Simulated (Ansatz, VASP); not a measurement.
# Cross-check of Zn (Zinc) between VASP and Ansatz

Aim: how closely do two programs agree when they are given the same cell, functional and k mesh? The cell is taken from a series of runs on this material, whose earlier steps may have relaxed, scaled, displaced or heated it; both programs get it as it stands.

Calculated with Ansatz 0.2.0; plane waves, with VASP 6.6.1 beside it; relaxation of cell and atoms at PBE with D3(BJ) and zone-centre phonons at PBE with D3(BJ).

### 1. Starting point

It takes space group P6_3/mmc (No. 194, hexagonal). The conventional cell has a = 2.601 Å, b = 2.601 Å, c = 4.901 Å, α = 90.00°, β = 90.00°, γ = 120.00°. Nearest to Zn lie 12 Zn at 2.60 to 2.87 Å.

Structure file:

```xyz
2
Lattice="2.6014 0.0000 0.0000 -1.3007 2.2529 0.0000 0.0000 0.0000 4.9008" Properties=species:S:1:pos:R:3 pbc="T T T"
Zn    0.0000    1.5019    1.2252
Zn    1.3007    0.7510    3.6756
```

### 2. VASP: relaxation of cell and atoms, PBE with D3(BJ)

The relaxed volume is the usual yardstick between codes: in a stiff, nearly cubic crystal its relative difference is about their pressure difference at one cell divided by the bulk modulus.

Lines of VASP's logs that name or quote its potential files are left out, and so is its time.

INCAR reads:

```
SYSTEM = Zn
PREC = Accurate
ENCUT = 500
EDIFF = 1E-07
NELM = 120
ISMEAR = 1
SIGMA = 0.2
LREAL = .FALSE.
ALGO = Normal
GGA = PE
IVDW = 12
NBANDS = 18
LORBIT = 11
LWAVE = .FALSE.
LCHARG = .FALSE.
ISIF = 3
IBRION = 2
NSW = 80
EDIFFG = -0.005
LASPH = .TRUE.
GGA_COMPAT = .FALSE.
NELMIN = 4
KPAR = 2
```

POSCAR reads:

```
Zn
1.0
    2.6013900000      0.0000000000      0.0000000000
   -1.3006950000      2.2528700000      0.0000000000
    0.0000000000      0.0000000000      4.9007670000
Zn
2
Direct
    0.3333332594      0.6666665187      0.2500000510
    0.6666667406      0.3333334813      0.7499999490
```

KPOINTS reads:

```
Automatic mesh
0
Gamma
24 24 10
0 0 0
```

Potentials, in the order of the species: Zn (PBE family, release 64).

Command:

```bash
mpirun -np 2 vasp_std
```

Numbers of over 12 decimals in the logs are rounded to 6 here.

Log:

```text
[banner, memory and clock lines left out]
running    2 mpi-ranks, on    1 nodes
 distrk:  each k-point on    1 cores,    2 groups
 distr:  one band on    1 cores,    1 groups

 POSCAR found type information on POSCAR Zn
 POSCAR found :  1 types and       2 ions
 LDA part: xc-table for (Slater+PW92), standard interpolation
 POSCAR, INCAR and KPOINTS ok, starting setup
 FFT: planning ... GRIDC
 FFT: planning ... GRID_SOFT
 FFT: planning ... GRID
 WAVECAR not read
 entering main loop
       N       E                     dE             d eps       ncg     rms          rms(c)
DAV:   1     0.105697380614E+03    0.10570E+03   -0.12303E+04 13640   0.209E+03
DAV:   2     0.164449753683E+01   -0.10405E+03   -0.10111E+03 13254   0.294E+02
DAV:   3    -0.241005537548E+01   -0.40546E+01   -0.40408E+01 14880   0.665E+01
DAV:   4    -0.243074409463E+01   -0.20689E-01   -0.20683E-01 14494   0.478E+00
DAV:   5    -0.243077057128E+01   -0.26477E-04   -0.26476E-04 14224   0.153E-01    0.455E+00
DAV:   6    -0.220572145170E+01    0.22505E+00   -0.93077E-01 14168   0.210E+01    0.330E+00
DAV:   7    -0.219451127847E+01    0.11210E-01   -0.31453E-02 16862   0.312E+00    0.168E+00
DAV:   8    -0.218924676198E+01    0.52645E-02   -0.18748E-03 17764   0.711E-01    0.485E-02
DAV:   9    -0.218924934677E+01   -0.25848E-05   -0.26542E-04 17828   0.224E-01    0.338E-02
DAV:  10    -0.218925231024E+01   -0.29635E-05   -0.26258E-05 13632   0.645E-02    0.309E-03
DAV:  11    -0.218925211712E+01    0.19311E-06   -0.11094E-07 11992   0.317E-03    0.194E-03
DAV:  12    -0.218925174198E+01    0.37514E-06   -0.27264E-08  7288   0.372E-03    0.174E-04
DAV:  13    -0.218925173498E+01    0.70008E-08   -0.72161E-09  6994   0.759E-04
   1 F= -.30432247E+01 E0= -.30433705E+01  d E =-.304322E+01
[...]
2 F= -.30437523E+01 E0= -.30440184E+01  d E =-.527532E-03
[...]
3 F= -.30437521E+01 E0= -.30440203E+01  d E =-.527367E-03
[...]
4 F= -.30438921E+01 E0= -.30442107E+01  d E =-.140013E-03
[...]
5 F= -.30439224E+01 E0= -.30442601E+01  d E =-.170320E-03
[...]
6 F= -.30439173E+01 E0= -.30442801E+01  d E =-.165219E-03
 curvature:  -0.98 expect dE=-0.200E-04 dE for cont linesearch -0.187E-04
 ZBRENT: bracketing found
 ZBRENT: interpolating
 opt :   1.8397  next Energy=    -3.043931 (dE=-0.178E-03)
 bond charge predicted
       N       E                     dE             d eps       ncg     rms          rms(c)
DAV:   1    -0.219229061119E+01   -0.17116E-02   -0.99037E-03 14826   0.144E+00    0.184E-01
DAV:   2    -0.219171167711E+01    0.57893E-03   -0.17626E-03 15124   0.866E-01    0.785E-02
DAV:   3    -0.219160240492E+01    0.10927E-03   -0.56637E-05 14586   0.125E-01    0.404E-02
DAV:   4    -0.219156580581E+01    0.36599E-04   -0.32847E-05 18418   0.876E-02    0.470E-03
DAV:   5    -0.219156648819E+01   -0.68238E-06   -0.55408E-06 13970   0.278E-02    0.144E-03
DAV:   6    -0.219156647871E+01    0.94792E-08   -0.32333E-07 12246   0.973E-03
   7 F= -.30439310E+01 E0= -.30442810E+01  d E =-.178869E-03
 curvature:  -0.43 expect dE=-0.195E-06 dE for cont linesearch -0.429E-07
 trial: gam= 0.00630 g(F)=  0.251E-41 g(S)=  0.458E-06 ort =-0.473E-05 (trialstep = 0.117E+01)
 search vector abs. value=  0.407E-06
 reached required accuracy - stopping structural energy minimisation
```

Parts of OUTCAR (step 2):

```text
ion  position               nearest neighbor table
   1  0.333  0.667  0.250-   2 2.87   2 2.87   2 2.87   2 2.87   2 2.87   2 2.87
   2  0.667  0.333  0.750-   1 2.87   1 2.87   1 2.87   1 2.87   1 2.87   1 2.87

  LATTYP: Found a hexagonal cell.
 ALAT       =     2.6013900000
 C/A-ratio  =     1.8839032210

 Subroutine GETGRP returns: Found 24 space group operations
 (whereof 12 operations were pure point group operations)

The static configuration has the point symmetry D_3d.
 The point group associated with its full space group is D_6h.

 Found    366 irreducible k-points:

   k-points           NKPTS =    366   k-points in BZ     NKDIM =    366   number of bands    NBANDS=     18

   dimension x,y,z NGX =    20 NGY =   20 NGZ =   36
   dimension x,y,z NGXF=    40 NGYF=   40 NGZF=   72

   ENCUT  =  500.0 eV  36.75 Ry    6.06 a.u.   4.74  4.74  8.94*2*pi/ulx,y,z

   NELECT =      24.0000    total number of electrons

 k-points in reciprocal lattice and weights: Automatic mesh
   0.00000000  0.00000000  0.00000000       0.000
   0.04166667  0.00000000  0.00000000       0.001
   0.08333333  0.00000000  0.00000000       0.001
   0.12500000  0.00000000  0.00000000       0.001
   0.16666667  0.00000000  0.00000000       0.001
   0.20833333 -0.00000000  0.00000000       0.001
   0.25000000  0.00000000  0.00000000       0.001
   0.29166667  0.00000000  0.00000000       0.001
   0.33333333  0.00000000  0.00000000       0.001
[...]
0.33333333  0.29166667  0.50000000       0.002
   0.33333333  0.33333333  0.50000000       0.000

 Edisp (eV)   -0.85334

 average (electrostatic) potential at core
       1 -36.6250       2 -36.6250

 E-fermi :   3.5039

 k-point     1 :       0.0000    0.0000    0.0000
  band No.  band energies     occupation
    ...
      9      -3.8923      2.00000
     10      -3.6677      2.00000
     11      -3.6677      2.00000
     12      -0.4241      2.00000
     13       0.4645      2.00000
     14      17.4744      0.00000
     15      21.2219      0.00000
     16      21.8108      0.00000
     17      21.8108      0.00000
     18      23.2896      0.00000

 k-point     2 :       0.0417    0.0000    0.0000
  band No.  band energies     occupation
    ...
      9      -3.8977      2.00000
     10      -3.7047      2.00000
     11      -3.6671      2.00000
     12      -0.3322      2.00000
     13       0.4909      2.00000
     14      17.5347      0.00000
     15      20.5503      0.00000
     16      21.1673      0.00000
     17      21.2436      0.00000
     18      22.5474      0.00000

 k-point     3 :       0.0833    0.0000    0.0000
  band No.  band energies     occupation
    ...
      9      -3.9131      2.00000
     10      -3.7972      2.00000
     11      -3.6655      2.00000
     12      -0.0695      2.00000
     13       0.5721      2.00000
     14      17.7123      0.00000
     15      18.5456      0.00000
     16      20.1259      0.00000
     17      21.1239      0.00000
     18      22.0050      0.00000

 Edisp (eV)   -0.85236

  Total      -0.00283    -0.00283     0.00171     0.00000     0.00000     0.00000
  in kB      -0.15775    -0.15775     0.09523     0.00000     0.00000     0.00000
  external pressure =       -0.07 kB  Pullay stress =        0.00 kB

  energy-cutoff  :      500.00
  volume of cell :       28.77
      direct lattice vectors                 reciprocal lattice vectors
     2.611080225 -0.000000000  0.000000000     0.382983254  0.221115467  0.000000000
    -1.305540112  2.261261983 -0.000000000     0.000000000  0.442230935  0.000000000
    -0.000000000 -0.000000000  4.872222104     0.000000000  0.000000000  0.205245159

 POSITION                                       TOTAL-FORCE (eV/Angst)
 -----------------------------------------------------------------------------------
      0.00000      1.50751      1.21806         0.000000     -0.000000     -0.000000
      1.30554      0.75375      3.65417        -0.000000      0.000000      0.000000
 -----------------------------------------------------------------------------------
    total drift:                               -0.000000     -0.000012      0.000001

  FREE ENERGIE OF THE ION-ELECTRON SYSTEM (eV)
  ---------------------------------------------------
  free  energy   TOTEN  =        -3.0439309563 eV

  energy  without entropy=       -3.0449811911  energy(sigma->0) =       -3.04428103

 reached required accuracy - stopping structural energy minimisation

 total charge
# of ion       s       p       d       tot
------------------------------------------
    1        0.601   0.488   9.723  10.812
    2        0.601   0.488   9.723  10.812
--------------------------------------------------
tot          1.201   0.976  19.446  21.624

[... 3 further parts left out ...]
```

CONTCAR:

```
Zn
   1.00000000000000
     2.6110802248278309   -0.0000000000000000    0.0000000000000000
    -1.3055401124139154    2.2612619828213965   -0.0000000000000000
    -0.0000000000000000   -0.0000000000000000    4.8722221041682712
  Zn
     2
Direct
     0.3333332593999998    0.6666665186999978    0.2500000510000007
     0.6666667406000002    0.3333334813000022    0.7499999489999993
```

Dispersion corrections of this kind ignore metallic screening and tend to overbind metals. The run keeps the 24 symmetry operations of its start, so it cannot find a distortion of lower symmetry.

### 3. Ansatz: relaxation of cell and atoms, PBE with D3(BJ)

Ansatz runs on its default PAW (the set named soft_2) files.

The same cell, functional, mesh and smearing now go to Ansatz, which takes its cutoff from its data sets.

input.yaml reads:

```yaml
crystal:
  lattice:
    - [2.6013899991, 0.0, 0.0]
    - [-1.3006949996, 2.2528698244, 0.0]
    - [0.0, 0.0, 4.9007667096]
  atoms:
    - { symbol: Zn, position: [0.3333333333, 0.6666666667, 0.25] }
    - { symbol: Zn, position: [0.6666666667, 0.3333333333, 0.75] }
kpoints:
  mp_grid: { grid: [24, 24, 10] }
hamiltonian:
  xc: pbe
  dispersion: d3bj
scf:
  occupations: { method: methfessel_paxton, width: 0.2 }
output:
  forces: true
  stress: true
  eigenvalues: true
relax:
  adjacent_minimum: "off"
  f_tol: 0.001
  max_steps: 60
  cell: { stress_tol: 0.01 }
```

Command:

```bash
ansatz run input.yaml --threads 4 --pin off --max-ram 14336MiB --backend cpu --events-out ev --progress --plain --runs-dir out
```

Log:

```text
Engine: ansatz 0.2.0, x86_64-unknown-linux-gnu
Pseudopotentials: kind: paw
Pseudopotential: Zn, paw, valence charge 12, recommended cutoff 420 eV (normal), Zn.paw.azcp
Functional definition: PBE
  parameter kappa = 0.804
  parameter beta = 0.066725
  exchange = pbe_x(kappa = kappa, mu = beta*pi^2/3)
  correlation = pbe_c(beta = beta)
Crystal: 2 atoms, lattice volume = 28.721 Å³
Basis set: ecut = 420 eV, 563 PW (Γ), exchange–correlation on 36×36×72 points (8 copies of the dense FFT grid, shifted against one another)
Bands: 16, of which v1, the nominal top of the filled ones, is band 12 counted from 1 (11 counted from 0)
Symmetry: 24 space group operations
Space group: P63/mmc (ITA 194), of the structure as read, at distance tolerance 3.1e-5 Å
k-points: 366 of 5760
Non-local potential: Zn, projectors of the file, l = 0: 2, l = 1: 2, l = 2: 3, l = 3: 1
PAW form: soft (Blöchl's): semilocal exchange-correlation on the pseudo side does not see the compensation charge
PAW one-centre angular grid: Zn, 590 points (default); XC on 64 Gauss nodes
Initial density: superposition of atomic densities (neutral atoms: chi_scale 0, normalization atom), corrected by the library's trained network
Initial wavefunctions: pseudopotential atomic-orbital guess
Functional: x = pbe(κ = 0.804, μ = 0.219515), c = pbe(β = 0.066725)
SCF iter   1: F=—  HF=-6638.892647 eV  |F-HF|=—  |Δ(HF+E_count)|=         —  Δρ=1.01e-3  dr2=1.76e-4  ethr=1.77e-3  ⟨swp⟩=4.9  Hψ=28226  notcnv=0
preconditioner: auto → none  [metal: Δε(μ)=0.047 eV  Ē_g=13.508 eV  σ=0.200 eV  W_gap=0.19  n_scr=4 (ndim 8)  ℏωp=33.9 eV  f_vac=0.000  D(μ)=0.31/eV (n_scr^D=2)  sad-step TF]
SCF iter   2: F=—  HF=-6638.893121 eV  |F-HF|=—  |Δ(HF+E_count)|=   4.74e-4  S|Δr|=    0.00e0  Δρ=6.36e-4  dr2=7.95e-5  ethr=7.35e-7  ⟨swp⟩=2.3  Hψ=13543  notcnv=0
SCF iter   3: F=—  HF=-6638.893172 eV  |F-HF|=—  |Δ(HF+E_count)|=   5.12e-5  S|Δr|=    0.00e0  Δρ=6.95e-4  dr2=7.33e-5  ethr=3.31e-7  ⟨swp⟩=2.0  Hψ=10247  notcnv=0
SCF iter   4: F=—  HF=-6638.893136 eV  |F-HF|=—  |Δ(HF+E_count)|=   3.57e-5  S|Δr|=    0.00e0  Δρ=8.11e-5  dr2=9.32e-7  ethr=3.06e-7  ⟨swp⟩=2.0  Hψ=9592  notcnv=0
SCF iter   5: F=-6638.893136 eV  HF=-6638.893136 eV  |F-HF|=1.14e-7  |Δ(HF+E_count)|=   8.66e-8  S|Δr|=    0.00e0  Δρ=2.17e-5  dr2=7.20e-8  ethr=4.17e-10  ⟨swp⟩=3.8  Hψ=28326  notcnv=0
SCF 1 converged in 5 iterations: F = -6638.893136 eV  dr2 = 7.20e-8
  greatest PAW one-centre occupation: 0.981 electrons in one spin orbital (limit 2), on the Zn atom at site 1 (counted from 0), in its partial waves of l = 2
relax step   1: F+E_penalty+E_count = -6638.89313624 eV  Δ(F+E_penalty+E_count) = +0.000e0 eV  max|allowed force component| = 1.758e-16 eV/Å  Δτ_max = 0.0000 Å  P = -0.005 GPa  Ω = 28.721 Å³  (5 SCF iters, dr2 threshold 1.00e-7 eV, accepted)
[...]
relax step   2: F+E_penalty+E_count = -6638.89351171 eV  Δ(F+E_penalty+E_count) = -3.755e-4 eV  max|allowed force component| = 1.573e-16 eV/Å  Δτ_max = 0.0000 Å  P = +0.046 GPa  Ω = 28.667 Å³  energy of the carried Pulay correction = +5.263e-5 eV  (4 SCF iters, dr2 threshold 2.00e-7 eV, accepted)
[...]
relax step   3: F+E_penalty+E_count = -6638.89365803 eV  Δ(F+E_penalty+E_count) = -1.463e-4 eV  max|allowed force component| = 1.527e-16 eV/Å  Δτ_max = 0.0000 Å  P = -0.074 GPa  Ω = 28.657 Å³  energy of the carried Pulay correction = +7.662e-5 eV  (4 SCF iters, dr2 threshold 1.99e-7 eV, accepted)
[...]
relax step   4: F+E_penalty+E_count = -6638.89368335 eV  Δ(F+E_penalty+E_count) = -2.531e-5 eV  max|allowed force component| = 1.110e-16 eV/Å  Δτ_max = 0.0000 Å  P = +0.028 GPa  Ω = 28.630 Å³  energy of the carried Pulay correction = +9.377e-5 eV  (4 SCF iters, dr2 threshold 3.14e-8 eV, accepted)
[...]
relax step   5: F+E_penalty+E_count = -6638.89367680 eV  Δ(F+E_penalty+E_count) = +6.546e-6 eV  max|allowed force component| = 1.434e-16 eV/Å  Δτ_max = 0.0000 Å  P = +0.000 GPa  Ω = 28.640 Å³  energy of the carried Pulay correction = +8.635e-5 eV  (4 SCF iters, dr2 threshold 2.16e-9 eV, accepted)
[...]
relax step   6: F+E_penalty+E_count = -6638.89359466 eV  Δ(F+E_penalty+E_count) = +8.214e-5 eV  max|allowed force component| = 1.573e-16 eV/Å  Δτ_max = 0.0000 Å  P = -0.002 GPa  Ω = 28.640 Å³  stress off target by 4.84e-3 GPa  SCF on the basis re-selected at this cell (its energy is not comparable with the rows above)  (5 SCF iters)
basis re-selected at this cell: Δ(F+E_penalty+E_count) = +8.214e-5 eV, ΔP = -0.003 GPa vs the last step (what re-selecting the basis moved, of the pressure what is left beyond the Pulay correction that the steps carried, after the strain that the cell walked since its last selection, with what the two solves' SCF thresholds leave and, on support functions, any second-order correction that the steps lacked; it is no m [...]
SCF converged after 5 iterations
Stability not checked: this state was not tested for a lower state beside it, because cold or Methfessel-Paxton smearing, or corrected tetrahedra, fill the levels in a way that the test cannot read (fill_not_monotonic; see scf.lower_state_search)
Free energy (F): -6638.893595 eV
Harris-Foulkes:  -6638.893595 eV  (|F-HF|=2.73e-12)
Internal energy: -6638.894581 eV  (E = F + TS)
E sigma→0 (E₀):  -6638.893841 eV
Entropy (-TS):   0.000986 eV (0.493 meV/atom)
Fermi energy:    11.957114 eV
--- Per-component energies (eV) ---
  E_band       = 116.011258
  E_kinetic    = 263.228927
  E_local      = -2995.488920  (includes V_loc(G=0)·N_el)
  E_nonlocal   = 1219.965289
  E_hartree    = 1258.028750
  E_xc         = -276.444920
  E_vxc        = -106.605442  (∫ρ·V_xc dr)
  E_paw        = -3648.279974  (= ΣΔE_a)
  E_vpaw       = -781.145388  (= ΣTr[D̂ρ^β])
  E_aug_tail   = -0.000725  (compensation charges beyond the density's cutoff)
  E_ewald      = -2459.046502
  E_disp       = -0.856505  (pairwise vdW)
  E_smearing   = 0.000986  (= −TS)
  E_closure    = 0.000000  (closes the sum)
  Σ components = -6638.893595   (vs F -6638.893595, Δ=0.00e0)
--- Forces (eV/Å), atoms counted from 1 ---
  atom   1  Zn     0.00000000    -0.00000000     0.00000000
  atom   2  Zn    -0.00000000     0.00000000    -0.00000000
  max |Σ_I F_I| component: 5.55e-17 eV/Å
--- Stress (GPa, compression-positive) ---
       -0.001055       0.000000       0.000000
        0.000000      -0.001055       0.000000
        0.000000       0.000000      -0.004840
  P = ⅓ Tr σ = -0.0023 GPa (-0.023 kbar)
--- Band table (eV; the first three rows and the last of 366) ---
  k-point 0: bands = [... 8 lower, 4.5941, 4.8203, 4.8203, 8.0041, 8.9296, 25.8389, 29.5205, 30.2574]
  k-point 1: bands = [... 8 lower, 4.6018, 4.8165, 4.8165, 7.1389, 9.9334, 24.6951, 30.3209, 30.3209]
  k-point 2: bands = [... 8 lower, 4.6233, 4.8048, 4.8048, 6.0836, 11.4110, 22.6974, 30.5088, 30.5088]
  k-point 365: bands = [... 8 lower, 4.8083, 4.8083, 12.9412, 12.9412, 13.8314, 13.8314, 14.4218, 14.4218]
--- Relaxed structure (5 steps of the walk, 5 accepted, 1 SCFs on fresh bases) ---
  F+E_penalty+E_count = -6638.89359466 eV   max|allowed force component| = 1.573e-16 eV/Å   (the final SCF, on the basis selected at the relaxed cell)
  cell:  # Å, volume = 28.6401 Å³
    - [2.606426, 2.8923351991626837e-11, 0]
    - [-1.303213, 2.257231, 1.9773675632760656e-19]
    - [0, 4.3014545367489615e-19, 4.868033]
  atoms:
    - { symbol: Zn, position: [0.333333, 0.666667, 0.250000] }
    - { symbol: Zn, position: [0.666667, 0.333333, 0.750000] }
```

In the SCF lines HF is the Harris–Foulkes energy and dr2 the Hartree energy of the density residual, in eV; the loop may stop once dr2 is under the threshold and the program's other checks hold. Hψ counts applications of the Hamiltonian.

### 4. Comparison

Known differences besides the potentials themselves: the cutoff is 420 eV in Ansatz and 500 eV in VASP; Ansatz adds a Pulay correction to the stress that steers its cell, VASP none. Total energies have different zeros and are not compared.

Compared:

| quantity | Ansatz | VASP | difference |
| --- | --- | --- | --- |
| volume (Å³) | 28.64 | 28.77 | -0.44 % |
| edge a after relaxation, in the typed setting (Å) | 2.606 | 2.611 | -0.18 % |
| edge c after relaxation, in the typed setting (Å) | 4.868 | 4.872 | -0.09 % |

(Part 1 of 2 ends here.)

[Lines on the potential files, build, host, timing and source positions are cut from VASP's logs without a mark.]

[Logs are printed without paths, hosts, clocks, repeated set-up lines and the standing remarks that a program may print on its own settings, such as how far it seeks lower states.]

[Hosts, paths, dates, database ids (printed as entryN), source tags and the programs' standing remarks are cut or masked in the printed files.]
